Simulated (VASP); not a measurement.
# CrTe2 (P-3m1) in VASP: further runs

Runs on CrTe2. Level: LDA. Tasks: single point.

Program: VASP 6.6.1. These are calculated values, not measurements. Logs are shortened: lines on timing, memory, paths and dates and some standing lists are left out, and cuts for length are marked.

### 1 The crystal as given

The structure is trigonal, space group P-3m1 (No. 164). Conventional cell: a = 3.810 Å, b = 3.810 Å, c = 6.130 Å, α = 90.00°, β = 90.00°, γ = 120.00°. Cr (site symmetry -3m) is surrounded by 6 Te at 2.69 Å. Te (site symmetry 3m) is surrounded by 3 Cr at 2.69 Å.

The cell was built by a generator and isn't the measured one.

### 2 Single point, LDA, collinear spin, ferromagnetic start

File INCAR:

```
SYSTEM = CrTe2
PREC = Accurate
ENCUT = 520
EDIFF = 1E-7
ISMEAR = -1
SIGMA = 0.05
LREAL = .FALSE.
LASPH = .TRUE.
NELM = 120
ALGO = Fast
ISIF = 2
LWAVE = .FALSE.
LCHARG = .FALSE.
ISPIN = 2
MAGMOM = 3 3 0 0 0 0
LORBIT = 11
LMAXMIX = 4
NBANDS = 37
```

File KPOINTS:

```
Automatic mesh
0
G
  12 12 4
  0 0 0
```

File POSCAR:

```
CrTe2
1.0
    3.8100000000      0.0000000000      0.0000000000
   -1.9050000000      3.2995567884      0.0000000000
    0.0000000000      0.0000000000     12.2600000000
Cr Te
2 4
Direct
    0.0000000000      0.0000000000      0.0000000000
    0.0000000000      0.0000000000      0.5000000000
    0.3333333333      0.6666666667      0.1265000000
    0.3333333333      0.6666666667      0.6265000000
    0.6666666667      0.3333333333      0.3735000000
    0.6666666667      0.3333333333      0.8735000000
```

Potentials or basis: VASP PAW LDA potentials, release 64 (Cr_pv, Te).

The run is started by

```bash
$ cat potpaw_LDA.64/Cr_pv/POTCAR potpaw_LDA.64/Te/POTCAR > POTCAR
$ mpirun -np 1 vasp_std > vasp.out
```

OUTCAR:

```text
SYSTEM = CrTe2
   PREC = Accurate
   ENCUT = 520
   EDIFF = 1E-7
   ISMEAR = -1
   LREAL = .FALSE.
   LASPH = .TRUE.
   NELM = 120
   ISIF = 2
   ISPIN = 2
   LORBIT = 11

 ion  position               nearest neighbor table
   1  0.000  0.000  0.000-   3 2.69   6 2.69   3 2.69   6 2.69   6 2.69   3 2.69
   2  0.000  0.000  0.500-   4 2.69   5 2.69   4 2.69   5 2.69   5 2.69   4 2.69
   3  0.333  0.667  0.127-   1 2.69   1 2.69   1 2.69
   4  0.333  0.667  0.627-   2 2.69   2 2.69   2 2.69
   5  0.667  0.333  0.373-   2 2.69   2 2.69   2 2.69
   6  0.667  0.333  0.873-   1 2.69   1 2.69   1 2.69

  LATTYP: Found a hexagonal cell.
 ALAT       =     3.8100000000
 C/A-ratio  =     3.2178477690

  Lattice vectors:

 A1 = (   3.8100000000,   0.0000000000,   0.0000000000)
 A2 = (  -1.9050000000,   3.2995567884,   0.0000000000)
 A3 = (   0.0000000000,   0.0000000000,  12.2600000000)

Analysis of symmetry for initial positions (statically):
=====================================================================
 Subroutine PRICEL returns following result:

  LATTYP: Found a hexagonal cell.
 ALAT       =     3.8100000000
 C/A-ratio  =     1.6089238845
[... 12 lines left out ...]
 Subroutine GETGRP returns: Found 12 space group operations
 (whereof 12 operations were pure point group operations)
 out of a pool of 24 trial point group operations.

The static configuration has the point symmetry D_3d.

Analysis of symmetry for dynamics (positions and initial velocities):
=====================================================================
 Subroutine PRICEL returns following result:

  LATTYP: Found a hexagonal cell.
 ALAT       =     3.8100000000
 C/A-ratio  =     1.6089238845
[... 12 lines left out ...]
 Subroutine GETGRP returns: Found 12 space group operations
 (whereof 12 operations were pure point group operations)
 out of a pool of 24 trial point group operations.

The dynamic configuration has the point symmetry D_3d.

Analysis of structural, dynamic, and magnetic symmetry:
=====================================================================
 Subroutine PRICEL returns following result:

  LATTYP: Found a hexagonal cell.
 ALAT       =     3.8100000000
 C/A-ratio  =     1.6089238845
[... 12 lines left out ...]
 Subroutine GETGRP returns: Found 12 space group operations
 (whereof 12 operations were pure point group operations)
 out of a pool of 24 trial point group operations.

The overall configuration has the point symmetry D_3d.

 Subroutine INISYM returns: Found 12 space group operations
 (whereof 12 operations are pure point group operations),
[... 133 lines left out ...]
 maximum number of plane-waves:      4197
   NGX = 15   NGY = 15   NGZ = 45

 number of electron      48.0000001 magnetization       4.7359395

 Free energy of the ion-electron system (eV)
  ---------------------------------------------------
  ext. energy  EPLUGINS =         0.00000000
  ---------------------------------------------------
  free energy    TOTEN  =       -36.69294908 eV

  energy without entropy =      -36.66448857  energy(sigma->0) =      -36.67871883

 E-fermi :   6.4954     XC(G=0): -10.2157

 val. band max:        6.4942690865   @ k =  -0.2500  -0.4167   0.2500
 cond. band min:       6.5036393143   @ k =   0.0000   0.1667   0.2500
 fundamental gap:      0.0093702279
 Fermi energy:         6.4953658232

 spin component 1

 k-point     1 :       0.0000    0.0000    0.0000
  band No.  band energies     occupation
      1     -36.8861      1.00000
      2     -36.8861      1.00000
      3     -36.8834      1.00000
      4     -36.8834      1.00000
      5     -36.8834      1.00000
      6     -36.8834      1.00000
[... 925 lines left out ...]
     35      12.9528      0.00000
     36      13.2476      0.00000

 [... further k-points ...]

 spin component 2

 k-point     1 :       0.0000    0.0000    0.0000
  band No.  band energies     occupation
      1     -34.5426      1.00000
      2     -34.5426      1.00000
      3     -34.4960      1.00000
      4     -34.4960      1.00000
      5     -34.4960      1.00000
      6     -34.4960      1.00000
[... 925 lines left out ...]
     35      13.2153      0.00000
     36      13.5074      0.00000

 [... further k-points ...]

 [bands above 36 left out]

------------------------ aborting loop because EDIFF is reached ----------------------------------------

  FORCE on cell =-STRESS in cart. coord.  units (eV):
  Direction    XX          YY          ZZ          XY          YZ          ZX
  --------------------------------------------------------------------------------------
  -------------------------------------------------------------------------------------
  Total       -5.0009064     -5.0009064     -4.8133352      0.0000000      0.0000000      0.0000000
  in kB      -51.9862220    -51.9862220    -50.0363522      0.0000000      0.0000000      0.0000000
  external PRESSURE =     -51.3362654 kB  Pullay stress =       0.0000000 kB

 VOLUME and BASIS-vectors are now :
 -----------------------------------------------------------------------------
  energy-cutoff  :      520.00
  volume of cell :      154.12
      direct lattice vectors                 reciprocal lattice vectors
     3.810000000  0.000000000  0.000000000     0.262467192  0.151535504  0.000000000
    -1.905000000  3.299556788  0.000000000     0.000000000  0.303071007  0.000000000
     0.000000000  0.000000000 12.260000000     0.000000000  0.000000000  0.081566069

 POSITION                                       TOTAL-FORCE (eV/Angst)
 -----------------------------------------------------------------------------------
      0.00000      0.00000      0.00000        -0.000000      0.000000      0.000000
      0.00000      0.00000      6.13000        -0.000000      0.000000      0.000000
     -0.00000      2.19970      1.55089         0.000000      0.000000     -0.399226
     -0.00000      2.19970      7.68089         0.000000      0.000000     -0.399226
      1.90500      1.09985      4.57911        -0.000000     -0.000000      0.399226
      1.90500      1.09985     10.70911        -0.000000     -0.000000      0.399226
 -----------------------------------------------------------------------------------
    total drift:                               -0.000000      0.000000      0.000000

  FREE ENERGIE OF THE ION-ELECTRON SYSTEM (eV)
  ---------------------------------------------------
  free  energy   TOTEN  =       -36.6929490812 eV

  energy  without entropy=      -36.6644885731  energy(sigma->0) =      -36.67871883

 total charge

# of ion       s       p       d       tot
------------------------------------------
    1        0.286   6.237   4.170  10.692
    2        0.286   6.237   4.170  10.692
    3        1.392   1.950   0.043   3.385
    4        1.392   1.950   0.043   3.385
    5        1.392   1.950   0.043   3.385
    6        1.392   1.950   0.043   3.385
--------------------------------------------------
tot          6.138  20.274   8.513  34.926

 magnetization (x)

# of ion       s       p       d       tot
------------------------------------------
    1        0.038   0.016   2.526   2.580
    2        0.038   0.016   2.526   2.580
    3       -0.002  -0.141   0.007  -0.136
    4       -0.002  -0.141   0.007  -0.136
    5       -0.002  -0.141   0.007  -0.136
    6       -0.002  -0.141   0.007  -0.136
--------------------------------------------------
tot          0.066  -0.532   5.079   4.614
```

OSZICAR:

```text
N       E                     dE             d eps       ncg     rms          rms(c)
DAV:   1     0.371937029373E+03    0.37194E+03   -0.22611E+04 11500   0.117E+03
DAV:   2    -0.105202068610E+02   -0.38246E+03   -0.36449E+03 10903   0.298E+02
DAV:   3    -0.385043952032E+02   -0.27984E+02   -0.26687E+02 12525   0.798E+01
[... 12 lines left out ...]
RMM:  16    -0.366929470402E+02   -0.47736E-05   -0.31232E-05 16526   0.150E-02    0.184E-02
RMM:  17    -0.366929484566E+02   -0.14164E-05   -0.11012E-05 16676   0.823E-03    0.661E-03
RMM:  18    -0.366929488773E+02   -0.42073E-06   -0.35797E-06 14789   0.460E-03    0.357E-03
RMM:  19    -0.366929490297E+02   -0.15234E-06   -0.15904E-06 12881   0.247E-03    0.256E-03
RMM:  20    -0.366929490812E+02   -0.51468E-07   -0.48209E-07 10597   0.162E-03
   1 F= -.36692949E+02 E0= -.36678719E+02  d E =-.284605E-01  mag=     4.7358
```

It took 8.1 min on 1 thread of Intel Xeon 6975P-C (Granite Rapids), shared host; peak memory 0.61 GiB.

What came out:

| Property | Result |
| --- | --- |
| Free energy | -36.6929 eV |
| Pressure | -5.1 GPa |
| Largest force | 0.399 eV/Å |
| Band gap on the k mesh | none (metal or under the smearing width) |
| Net moment | 4.74 μB per cell |
| Site moments | Cr +2.58; Te -0.14 μB |
| Valence electrons inside the program's atomic spheres | Cr 10.69; Te 3.38 |

Forces in eV/Å, atoms in the order of the input:
```
Cr   0.000  0.000  0.000
Cr   0.000  0.000  0.000
Te   0.000  0.000 -0.399
Te   0.000  0.000 -0.399
Te   0.000  0.000  0.399
Te   0.000  0.000  0.399
```

Stress tensor (GPa, compression positive):
```
-5.20  0.00  0.00
 0.00 -5.20  0.00
 0.00  0.00 -5.00
```

Caveat: only a ferromagnetic start was run, and an antiferromagnetic order may lie lower in energy. The run has no spin-orbit coupling, so splittings on Te are missing.

### 3 Single point, LDA, collinear spin, antiferromagnetic start

INCAR: that of step 2 with these lines changed.

```diff
@@ -14,3 +14,3 @@
 ISPIN = 2
-MAGMOM = 3 3 0 0 0 0
+MAGMOM = 3 -3 0 0 0 0
 LORBIT = 11
```

KPOINTS is that of step 2.

POSCAR is that of step 2.

Potentials or basis: VASP PAW LDA potentials, release 64 (Cr_pv, Te).

The run is started by

```bash
$ cat potpaw_LDA.64/Cr_pv/POTCAR potpaw_LDA.64/Te/POTCAR > POTCAR
$ mpirun -np 1 vasp_std > vasp.out
```

Wall time 9.2 min (1 thread of Intel Xeon 6975P-C (Granite Rapids), shared host); peak memory 0.61 GiB.

It converged, with:

- Free energy: -36.6574 eV
- Pressure: -5.0 GPa
- Largest force: 0.405 eV/Å
- Band gap on the k mesh: none (metal or under the smearing width)
- Net moment: 0.00 μB per cell
- Site moments: Cr +2.61, -2.61; Te -0.12, +0.12 μB
- Valence electrons inside the program's atomic spheres: Cr 10.69; Te 3.38

Forces on the atoms (eV/Å):
```
Cr   0.000  0.000  0.000
Cr   0.000  0.000  0.000
Te   0.000  0.000 -0.405
Te   0.000  0.000 -0.405
Te   0.000  0.000  0.405
Te   0.000  0.000  0.405
```

Stress tensor (GPa, compression positive):
```
-4.95  0.00  0.00
 0.00 -4.95  0.00
 0.00  0.00 -5.03
```

Levels at points of the mesh, in eV from the Fermi level:
Spin up:
```csv
k point,band 20,band 21,band 22,band 23,band 24,band 25,band 26,band 27,band 28,band 29
"(0.00, 0.00, 0.00)",-0.52,0.69,0.69,0.89,0.89,1.03,1.03,1.32,1.39,2.58
"(0.50, 0.00, 0.00)",-1.41,-1.06,-0.88,-0.70,-0.66,-0.50,0.57,1.52,1.64,1.69
"(0.00, 0.00, 0.50)",-0.29,0.38,0.83,0.83,0.84,0.84,0.92,0.92,1.56,2.65
"(0.50, 0.00, 0.50)",-1.29,-1.12,-1.10,-0.86,-0.70,-0.48,0.62,1.53,1.67,1.83
```
Spin down:
| k point | band 20 | band 21 | band 22 | band 23 | band 24 | band 25 | band 26 | band 27 | band 28 | band 29 |
| --- | --- | --- | --- | --- | --- | --- | --- | --- | --- | --- |
| (0.00, 0.00, 0.00) | -0.52 | 0.69 | 0.69 | 0.89 | 0.89 | 1.03 | 1.03 | 1.32 | 1.39 | 2.58 |
| (0.50, 0.00, 0.00) | -1.41 | -1.06 | -0.88 | -0.70 | -0.66 | -0.50 | 0.57 | 1.52 | 1.64 | 1.69 |
| (0.00, 0.00, 0.50) | -0.29 | 0.38 | 0.83 | 0.83 | 0.84 | 0.84 | 0.92 | 0.92 | 1.56 | 2.65 |
| (0.50, 0.00, 0.50) | -1.29 | -1.12 | -1.10 | -0.86 | -0.70 | -0.48 | 0.62 | 1.53 | 1.67 | 1.83 |
